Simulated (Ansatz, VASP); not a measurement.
# Cross-check of Ge2TeS (alpha-NaFeO2 type (invented)) between VASP and Ansatz, part 2 of 2

Wanted: the spread between two codes on one cell, functional and k mesh. The cell is generated by rule, not measured, and may not be a known phase. Of the first pair: The two relaxations start from unlike cells of this crystal (the structure described is Ansatz's start), so only their ends are compared.

VASP 6.6.1 and Ansatz 0.2.0.

So far: The structure; VASP: relaxation of cell and atoms, PBEsol, pair 1.

### Step 3. Ansatz: relaxation of cell and atoms, PBEsol, pair 1

Level of this step: Ansatz beside VASP: Kohn-Sham DFT, plane waves, PBEsol (Ansatz).

Ansatz runs on its default PAW (the set named soft_2) files.

Its own start cell and the same functional, mesh and smearing now go to Ansatz, which takes its cutoff from its data sets.

File input.yaml:

```yaml
crystal:
  lattice:
    - [1.948079, 1.124724, 6.3624]
    - [-1.948079, 1.124724, 6.3624]
    - [0.0, -2.249448, 6.3624]
  atoms:
    - { symbol: S, position: [1.0, 0.0, 0.0] }
    - { symbol: Te, position: [0.5, 0.5, 0.5] }
    - { symbol: Ge, position: [0.25, 0.25, 0.25] }
    - { symbol: Ge, position: [0.75, 0.75, 0.75] }
kpoints:
  mp_grid: { grid: [6, 6, 6] }
hamiltonian:
  xc: pbesol
scf:
  occupations: { method: gaussian, width: 0.1 }
output:
  forces: true
  stress: true
  eigenvalues: true
relax:
  adjacent_minimum: "off"
  f_tol: 0.05
  max_steps: 80
  cell: { stress_tol: 0.5 }
```

Run with:

```console
$ ansatz run input.yaml --threads 2 --pin off --max-ram 5120MiB --backend cpu --events-out ev --progress --plain --runs-dir out
```

Numbers of over 12 decimals in the logs are rounded to 6 here.

The log of the run:

```text
The last accepted step is kept in <dir> (removed where the run ends without a failure and the disk answers)
basis.fft_grid_basis auto: the FFT boxes are laid along the combinations [[1, 0, -1], [0, 1, -1], [0, 0, 1]] of the cell's own vectors, 3.896, 3.896 and 6.748 Å long. The dense box has 27×27×48 points. Along the cell's own vectors, as sized, it would have 48×48×48, 3.16 times as many. Of the 12 symmetry operations that the crystal satisfies within crystal.symmetry.tolerance (time reversal apart; of a slab, those that [...]
Engine: ansatz 0.2.0, aarch64-unknown-linux-gnu
Pseudopotentials: kind: paw
Pseudopotential: S, paw, valence charge 6, recommended cutoff 420 eV (normal), S.paw.azcp
Pseudopotential: Te, paw, valence charge 16, recommended cutoff 420 eV (normal), Te.paw.azcp
Pseudopotential: Ge, paw, valence charge 14, recommended cutoff 420 eV (normal), Ge.paw.azcp
Functional definition: PBEsol
  exchange = pbesol_x
  correlation = pbesol_c
Crystal: 4 atoms, lattice volume = 83.642 Å³
Basis set: ecut = 420 eV, 1701 PW (Γ), FFT grids on a1−a3, a2−a3, a3, exchange–correlation on 54×54×96 points (8 copies of the dense FFT grid, shifted against one another)
Bands: 30, of which v1, the nominal top of the filled ones, is band 25 counted from 1 (24 counted from 0)
Symmetry: 12 space group operations
Space group: R-3m (ITA 166), of the structure as read, at distance tolerance 4.4e-5 Å
k-points: 32 of 216
Non-local potential: S, projectors of the file, l = 0: 2, l = 1: 2, l = 2: 2
Non-local potential: Te, projectors of the file, l = 0: 2, l = 1: 2, l = 2: 2, l = 3: 2
Non-local potential: Ge, projectors of the file, l = 0: 2, l = 1: 2, l = 2: 3, l = 3: 1
PAW form: soft (Blöchl's): semilocal exchange-correlation on the pseudo side does not see the compensation charge
PAW frozen core: S, regenerated for the run's functional, and the local potential with it (the file was generated under x = pbe(κ = 0.804, μ = 0.219515), c = pbe(β = 0.066725))
PAW frozen core: Te, regenerated for the run's functional, and the local potential with it (the file was generated under x = pbe(κ = 0.804, μ = 0.219515), c = pbe(β = 0.066725))
PAW frozen core: Ge, regenerated for the run's functional, and the local potential with it (the file was generated under x = pbe(κ = 0.804, μ = 0.219515), c = pbe(β = 0.066725))
PAW one-centre angular grid: S, 110 points (default); XC on 64 Gauss nodes
PAW one-centre angular grid: Te, 590 points (default); XC on 64 Gauss nodes
PAW one-centre angular grid: Ge, 590 points (default); XC on 64 Gauss nodes
Initial density: superposition of atomic densities (neutral atoms: chi_scale 0, normalization atom), corrected by the library's trained network
Initial wavefunctions: pseudopotential atomic-orbital guess
Functional: x = pbesol(κ = 0.804, μ = 0.123457), c = pbesol(β = 0.046)
SCF iter   1: F=—  HF=-16293.618005 eV  |F-HF|=—  |Δ(HF+E_count)|=         —  Δρ=2.81e-3  dr2=9.12e-3  ethr=1.77e-3  ⟨swp⟩=6.0  Hψ=4024  notcnv=0
preconditioner: auto → Kerker (q_TF=auto, 2.504 Å⁻¹)  [metal: Δε(μ)=0.037 eV  Ē_g=18.415 eV  σ=0.100 eV  W_gap=0.21  n_scr=28 (ndim 8)  ℏωp=25.7 eV  f_vac=0.001  D(μ)=0.55/eV (n_scr^D=2)]
SCF iter   2: F=—  HF=-16293.614170 eV  |F-HF|=—  |Δ(HF+E_count)|=   3.84e-3  Δρ=1.71e-3  dr2=3.60e-3  ethr=1.82e-5  ⟨swp⟩=2.4  Hψ=1717  notcnv=0
SCF iter   3: F=—  HF=-16293.613559 eV  |F-HF|=—  |Δ(HF+E_count)|=   6.11e-4  Δρ=4.84e-4  dr2=4.50e-4  ethr=7.20e-6  ⟨swp⟩=2.0  Hψ=1736  notcnv=0
SCF iter   4: F=—  HF=-16293.613478 eV  |F-HF|=—  |Δ(HF+E_count)|=   8.08e-5  Δρ=2.45e-4  dr2=1.66e-4  ethr=9.00e-7  ⟨swp⟩=2.0  Hψ=1403  notcnv=0
SCF iter   5: F=—  HF=-16293.613463 eV  |F-HF|=—  |Δ(HF+E_count)|=   1.43e-5  Δρ=7.59e-5  dr2=9.98e-6  ethr=3.33e-7  ⟨swp⟩=2.0  Hψ=1132  notcnv=0
SCF iter   6: F=—  HF=-16293.613446 eV  |F-HF|=—  |Δ(HF+E_count)|=   1.71e-5  Δρ=2.97e-5  dr2=1.80e-6  ethr=2.00e-8  ⟨swp⟩=2.6  Hψ=1464  notcnv=0
SCF iter   7: F=—  HF=-16293.613446 eV  |F-HF|=—  |Δ(HF+E_count)|=   1.16e-7  Δρ=1.76e-5  dr2=2.01e-7  ethr=3.60e-9  ⟨swp⟩=2.0  Hψ=1737  notcnv=0
SCF iter   8: F=-16293.613446 eV  HF=-16293.613446 eV  |F-HF|=5.79e-8  |Δ(HF+E_count)|=   1.41e-7  Δρ=6.03e-6  dr2=4.68e-8  ethr=2.00e-10  ⟨swp⟩=7.7  Hψ=4396  notcnv=0
SCF 1 converged in 8 iterations: F = -16293.613446 eV  dr2 = 4.68e-8
  greatest PAW one-centre occupation: 0.999 electrons in one spin orbital (limit 2), on the Ge atom at site 3 (counted from 0), in its partial waves of l = 2
[...]
Crystal: 4 atoms, lattice volume = 88.533 Å³
Basis set: ecut = 420 eV, 1749 PW (Γ), FFT grids on a1−a3, a2−a3, a3, exchange–correlation on 54×54×96 points (8 copies of the dense FFT grid, shifted against one another)
Initial density: handed on by an earlier stage of this run
Initial wavefunctions: those handed on with the density
iter 1 solved again at ethr=1.61e-4 eV; its pass at ethr=3.10e-3 eV (dr2=8.05e-2 eV) is discarded
SCF iter   1: F=—  HF=-16294.010867 eV  |F-HF|=—  |Δ(HF+E_count)|=         —  Δρ=5.76e-3  dr2=8.33e-2  ethr=1.61e-4  ⟨swp⟩=1.0  Hψ=4985  notcnv=0
preconditioner: auto → Resta (q_TF=auto, 2.480 Å⁻¹)  ε∞=5.1  [insulator: Δε(μ)=0.221 eV  Ē_g=8.750 eV  σ=0.100 eV  W_gap=0.53  n_scr=28 (ndim 8)  ℏωp=17.6 eV  f_vac=0.000  D(μ)=0.36/eV (n_scr^D=0)  ε∞_Penn≈5.1]
SCF iter   2: F=—  HF=-16293.997150 eV  |F-HF|=—  |Δ(HF+E_count)|=   1.37e-2  Δρ=3.20e-3  dr2=1.42e-2  ethr=1.61e-4  ⟨swp⟩=2.0  Hψ=1057  notcnv=0
SCF iter   3: F=—  HF=-16293.995132 eV  |F-HF|=—  |Δ(HF+E_count)|=   2.02e-3  Δρ=9.95e-4  dr2=1.35e-3  ethr=2.85e-5  ⟨swp⟩=2.0  Hψ=1107  notcnv=0
SCF iter   4: F=—  HF=-16293.995134 eV  |F-HF|=—  |Δ(HF+E_count)|=   1.72e-6  Δρ=3.04e-4  dr2=1.11e-4  ethr=2.71e-6  ⟨swp⟩=2.0  Hψ=1137  notcnv=0
SCF iter   5: F=—  HF=-16293.995146 eV  |F-HF|=—  |Δ(HF+E_count)|=   1.16e-5  Δρ=6.72e-5  dr2=3.32e-6  ethr=2.21e-7  ⟨swp⟩=3.0  Hψ=1611  notcnv=0
SCF iter   6: F=—  HF=-16293.995145 eV  |F-HF|=—  |Δ(HF+E_count)|=   1.33e-7  Δρ=3.27e-5  dr2=6.95e-7  ethr=8.00e-10  ⟨swp⟩=7.0  Hψ=4865  notcnv=0
SCF iter   7: F=-16293.995145 eV  HF=-16293.995145 eV  |F-HF|=5.69e-8  |Δ(HF+E_count)|=   3.12e-7  Δρ=9.81e-6  dr2=9.15e-8  ethr=8.00e-10  ⟨swp⟩=5.1  Hψ=3735  notcnv=0
SCF 2 converged in 7 iterations: F = -16293.995145 eV  dr2 = 9.15e-8
  greatest PAW one-centre occupation: 0.998 electrons in one spin orbital (limit 2), on the Ge atom at site 3 (counted from 0), in its partial waves of l = 2
relax step   2: F+E_penalty+E_count = -16293.99514516 eV  Δ(F+E_penalty+E_count) = -3.817e-1 eV  max|allowed force component| = 1.190e-1 eV/Å  Δτ_max = 0.1950 Å  P = +0.251 GPa  Ω = 88.533 Å³  energy of the carried Pulay correction = -8.115e-4 eV  (7 SCF iters, dr2 threshold 4.00e-7 eV, accepted)
[...]
relax step   3: F+E_penalty+E_count = -16293.99791252 eV  Δ(F+E_penalty+E_count) = -2.767e-3 eV  max|allowed force component| = 3.929e-3 eV/Å  Δτ_max = 0.0134 Å  P = +0.054 GPa  Ω = 88.832 Å³  energy of the carried Pulay correction = -8.595e-4 eV  (6 SCF iters, dr2 threshold 4.00e-7 eV, accepted)
[...]
relax step   4: F+E_penalty+E_count = -16293.99870880 eV  Δ(F+E_penalty+E_count) = -7.963e-4 eV  max|allowed force component| = 3.791e-3 eV/Å  Δτ_max = 0.0000 Å  P = +0.054 GPa  Ω = 88.832 Å³  stress off target by 1.26e-1 GPa  SCF on the basis re-selected at this cell (its energy is not comparable with the rows above)  (5 SCF iters)
basis re-selected at this cell: Δ(F+E_penalty+E_count) = -7.963e-4 eV, ΔP = -0.000 GPa vs the last step (what re-selecting the basis moved, of the pressure what is left beyond the Pulay correction that the steps carried, after the strain that the cell walked since its last selection, with what the two solves' SCF thresholds leave and, on support functions, any second-order correction that the steps lacked; it is no m [...]
SCF converged after 5 iterations
Free energy (F): -16293.998709 eV
Harris-Foulkes:  -16293.998709 eV  (|F-HF|=6.00e-11)
Internal energy: -16293.996897 eV  (E = F + TS)
E sigma→0 (E₀):  -16293.997803 eV
Entropy (-TS):   -0.001812 eV (-0.453 meV/atom)
Fermi energy:    9.921637 eV
--- Per-component energies (eV) ---
  E_band       = -504.178730
  E_kinetic    = 506.561859
  E_local      = -5909.257440  (includes V_loc(G=0)·N_el)
  E_nonlocal   = 551.521910
  E_hartree    = 2829.647633
  E_xc         = -369.649379
  E_vxc        = -320.902966  (∫ρ·V_xc dr)
  E_paw        = -9116.112668  (= ΣΔE_a)
  E_vpaw       = -991.398168  (= ΣTr[D̂ρ^β])
  E_aug_tail   = 0.000470  (compensation charges beyond the density's cutoff)
  E_ewald      = -4788.981920
  E_core_change = 2.272637  (= ΣΔE_core)
  E_smearing   = -0.001812  (= −TS)
  E_closure    = 0.000000  (closes the sum)
  Σ components = -16293.998709   (vs F -16293.998709, Δ=0.00e0)
--- Forces (eV/Å), atoms counted from 1 ---
  atom   1  S      0.00000000     0.00000000    -0.00000000
  atom   2  Te     0.00000000     0.00000000     0.00000000
  atom   3  Ge    -0.00000000    -0.00000000    -0.00379094
  atom   4  Ge     0.00000000     0.00000000     0.00379094
  max |Σ_I F_I| component: 7.23e-31 eV/Å
--- Stress (GPa, compression-positive) ---
        0.017601       0.000000       0.000000
        0.000000       0.017601       0.000000
        0.000000       0.000000       0.126003
  P = ⅓ Tr σ = 0.0537 GPa (0.537 kbar)
--- Band table (eV; the first three rows and the last of 32) ---
  k-point 0: bands = [... 21 lower, 7.5767, 8.5635, 8.5635, 9.8506, 10.0775, 10.0775, 10.0839, 13.8844, ... 1 higher]
  k-point 1: bands = [... 21 lower, 7.2854, 7.9428, 8.1887, 8.6588, 11.0062, 11.2605, 11.7932, 13.3196, ... 1 higher]
  k-point 2: bands = [... 21 lower, 6.7402, 7.2116, 7.2309, 7.9045, 11.5985, 12.2637, 12.7915, 13.1973, ... 1 higher]
  k-point 31: bands = [... 21 lower, 8.3505, 8.3505, 8.3722, 8.9118, 11.4143, 11.4143, 11.8595, 11.8595, ... 1 higher]
--- Relaxed structure (3 steps of the walk, 3 accepted, 1 SCFs on fresh bases) ---
  F+E_penalty+E_count = -16293.99870880 eV   max|allowed force component| = 3.791e-3 eV/Å   (the final SCF, on the basis selected at the relaxed cell)
  cell:  # Å, volume = 88.8317 Å³
    - [1.996748, 1.152823, 6.431772]
    - [-1.996748, 1.152823, 6.431772]
    - [0, -2.305646, 6.431772]
  atoms:
    - { symbol: S, position: [1.0, -5.551115123125783e-17, 0.0] }
    - { symbol: Te, position: [0.500000, 0.500000, 0.500000] }
    - { symbol: Ge, position: [0.259512, 0.259512, 0.259512] }
    - { symbol: Ge, position: [0.740488, 0.740488, 0.740488] }
```

### Step 4. Comparison

Known differences besides the potentials themselves: the data sets hold 50 valence electrons in Ansatz (on its default PAW (the set named soft_2) files) and 40 in VASP; the cutoff is 420 eV in Ansatz and 500 eV in VASP; Ansatz makes its cores anew for this functional, VASP keeps those of its PBE data sets; Ansatz adds a Pulay correction to the stress that steers its cell, VASP none. Total energies have different zeros and are not compared.

Compared:

| quantity | Ansatz | VASP | difference |
| --- | --- | --- | --- |
| volume (Å³) | 88.83 | 88.96 | -0.15 % |
| edge a after relaxation, in the typed setting (Å) | 6.832 | 6.845 | -0.18 % |

### Step 5. VASP: relaxation of cell and atoms, PBEsol, pair 2

The relaxed volume is the usual yardstick between codes: in a stiff, nearly cubic crystal its relative difference is about their pressure difference at one cell divided by the bulk modulus. Its start cell is another than that of the pair before, and may be another structure of the material.

File INCAR:

```
SYSTEM = Ge2TeS
PREC = Accurate
ENCUT = 500
EDIFF = 1E-07
NELM = 120
ISMEAR = 0
SIGMA = 0.1
LREAL = .FALSE.
ALGO = Normal
GGA = PS
NBANDS = 26
LORBIT = 11
LWAVE = .FALSE.
LCHARG = .FALSE.
ISIF = 3
IBRION = 2
NSW = 80
EDIFFG = -0.005
LASPH = .TRUE.
GGA_COMPAT = .FALSE.
NELMIN = 4
KPAR = 2
```

File POSCAR:

```
Ge2TeS
1.0
    1.9967480000      1.1528230000      6.4317720000
   -1.9967480000      1.1528230000      6.4317720000
    0.0000000000     -2.3056460000      6.4317720000
S Te Ge
1 1 2
Direct
    0.0000000000      0.0000000000      0.0000000000
    0.5000000000      0.5000000000      0.5000000000
    0.2595123086      0.2595123086      0.2595123086
    0.7404876914      0.7404876914      0.7404876914
```

File KPOINTS:

```
Automatic mesh
0
Gamma
12 12 12
0 0 0
```

PAW data sets: S, Te and Ge_d (PBE family, release 64).

Run with:

```console
$ mpirun -np 2 vasp_std
```

The log of the run:

```text
[banner, memory and clock lines left out]
running    2 mpi-ranks, on    1 nodes
[...]
[... a notice as in an earlier step ...]

 LDA part: xc-table for (Slater+PW92), standard interpolation
 POSCAR, INCAR and KPOINTS ok, starting setup
[...]
entering main loop
       N       E                     dE             d eps       ncg     rms          rms(c)
DAV:   1     0.307920787851E+03    0.30792E+03   -0.19021E+04 11378   0.315E+03
DAV:   2     0.325971210504E+02   -0.27532E+03   -0.26890E+03 10052   0.664E+02
DAV:   3    -0.161373258425E+02   -0.48734E+02   -0.47791E+02 12098   0.166E+02
DAV:   4    -0.184824591450E+02   -0.23451E+01   -0.23357E+01 11626   0.389E+01
[...]
DAV:  12    -0.183635157116E+02   -0.63105E-06   -0.60759E-06  9974   0.129E-02    0.856E-03
DAV:  13    -0.183635158224E+02   -0.11081E-06   -0.14230E-06 10804   0.899E-03    0.195E-03
DAV:  14    -0.183635158073E+02    0.15123E-07   -0.78298E-08  6446   0.304E-03
   1 F= -.18363516E+02 E0= -.18363360E+02  d E =-.183635E+02
[... from here on, the cycles between the ionic steps are left out ...]
   2 F= -.18363746E+02 E0= -.18363590E+02  d E =-.230429E-03
   3 F= -.18363885E+02 E0= -.18363730E+02  d E =-.369329E-03
   4 F= -.18363886E+02 E0= -.18363731E+02  d E =-.370245E-03
   5 F= -.18363913E+02 E0= -.18363762E+02  d E =-.265397E-04
   6 F= -.18363919E+02 E0= -.18363767E+02  d E =-.332224E-04
[...]
reached required accuracy - stopping structural energy minimisation
```

Parts of OUTCAR (step 5):

```text
  Total       -0.0000844     -0.0000844     -0.0051022      0.0000000     -0.0000000      0.0000000
  in kB       -0.0015217     -0.0015217     -0.0920215      0.0000000     -0.0000000      0.0000000
  external PRESSURE =      -0.0316883 kB  Pullay stress =       0.0000000 kB

 POSITION                                       TOTAL-FORCE (eV/Angst)
 -----------------------------------------------------------------------------------
     -0.00000     -0.00000      0.00000         0.000000      0.000000      0.000000
     -0.00000      0.00000      9.67907        -0.000000      0.000000      0.000000
     -0.00000      0.00000      5.01876         0.000000     -0.000000     -0.002527
     -0.00000      0.00000     14.33938        -0.000000      0.000000      0.002527
 -----------------------------------------------------------------------------------
    total drift:                                0.000000      0.000000     -0.000000

  FREE ENERGIE OF THE ION-ELECTRON SYSTEM (eV)
  ---------------------------------------------------
  free  energy   TOTEN  =       -18.3639192750 eV

  energy  without entropy=      -18.3636148160  energy(sigma->0) =      -18.36376705

[... 1 part as in an earlier step ...]

[... 3 further parts left out ...]
[key lines of the parts left out:]
E-fermi :   6.7330
```

### Step 6. Ansatz: relaxation of cell and atoms, PBEsol, pair 2

The same cell, functional, mesh and smearing now go to Ansatz, which takes its cutoff from its data sets.

The cell is taken from a series of runs on this material, whose earlier steps may have relaxed, scaled, displaced or heated it; both programs get it as it stands.

File input.yaml:

```yaml
crystal:
  lattice:
    - [1.9967480858, 1.1528230448, 6.4317719433]
    - [-1.9967480858, 1.1528230448, 6.4317719433]
    - [0.0, -2.3056460897, 6.4317719433]
  atoms:
    - { symbol: S, position: [1.0, 0.0, 0.0] }
    - { symbol: Te, position: [0.5, 0.5, 0.5] }
    - { symbol: Ge, position: [0.2595123095, 0.2595123095, 0.2595123095] }
    - { symbol: Ge, position: [0.7404876905, 0.7404876905, 0.7404876905] }
kpoints:
  mp_grid: { grid: [12, 12, 12] }
hamiltonian:
  xc: pbesol
scf:
  occupations: { method: gaussian, width: 0.1 }
output:
  forces: true
  stress: true
  eigenvalues: true
relax:
  adjacent_minimum: "off"
  f_tol: 0.005
  max_steps: 80
  cell: { stress_tol: 0.05 }
```

Run with:

```console
$ ansatz run input.yaml --threads 2 --pin off --max-ram 5120MiB --backend cpu --events-out ev --progress --plain --runs-dir out
```

The log of the run:

```text
[...]
Crystal: 4 atoms, lattice volume = 88.832 Å³
Basis set: ecut = 420 eV, 1749 PW (Γ), FFT grids on a1−a3, a2−a3, a3, exchange–correlation on 54×54×96 points (8 copies of the dense FFT grid, shifted against one another)
Bands: 30, of which v1, the nominal top of the filled ones, is band 25 counted from 1 (24 counted from 0)
Symmetry: 12 space group operations
[...]
--- Relaxed structure (3 steps of the walk, 3 accepted, 1 SCFs on fresh bases) ---
[...]
cell:  # Å, volume = 88.8035 Å³
    - [1.993210, 1.150780, 6.452581]
    - [-1.993210, 1.150780, 6.452581]
    - [0, -2.301561, 6.452581]
  atoms:
    - { symbol: S, position: [1.0, -5.551115123125783e-17, 0.0] }
    - { symbol: Te, position: [0.500000, 0.500000, 0.500000] }
    - { symbol: Ge, position: [0.259241, 0.259241, 0.259241] }
    - { symbol: Ge, position: [0.740759, 0.740759, 0.740759] }
[key lines of the parts left out:]
SCF converged after 6 iterations
Free energy (F): -16294.003156 eV
Fermi energy:    9.920716 eV
P = ⅓ Tr σ = 0.0056 GPa (0.056 kbar)
```

### Step 7. Side by side

What differs besides the data sets and the points named for the pairs above, as far as they apply: the data sets hold 50 valence electrons in Ansatz (on its default PAW (the set named soft_2) files) and 40 in VASP. Total energies have different zeros and are not compared.

Compared:

| quantity | Ansatz | VASP | difference |
| --- | --- | --- | --- |
| volume (Å³) | 88.80 | 88.83 | -0.03 % |
| edge a after relaxation, in the typed setting (Å) | 6.851 | 6.851 | +0.00 % |

### Step 8. What came out

- difference in edge a after relaxation, in the typed setting (relaxation of cell and atoms, PBEsol, pair 1): -0.18 %
- difference in volume (relaxation of cell and atoms, PBEsol, pair 2): -0.033 %

In words: The difference in edge a after relaxation, in the typed setting is -0.18 % (relaxation of cell and atoms, PBEsol, pair 1), within the 1.2 % picked in this series as the mark of a large difference, as far as the stopping tolerances let one tell. The data sets hold unlike numbers of valence electrons (50 in Ansatz and 40 in VASP), so part of the differences comes from the potentials. 1 further run of this series is not shown here. Such differences can come from data sets, numerical settings and the points named under the comparisons, not from the functional's error against experiment.

[Lines on the potential files, build, host, timing and source positions are cut from VASP's logs without a mark.]

[Logs are printed without paths, hosts, clocks, repeated set-up lines and the standing remarks that a program may print on its own settings, such as how far it seeks lower states.]

[Hosts, paths, dates, database ids (printed as entryN), source tags and the programs' standing remarks are cut or masked in the printed files.]
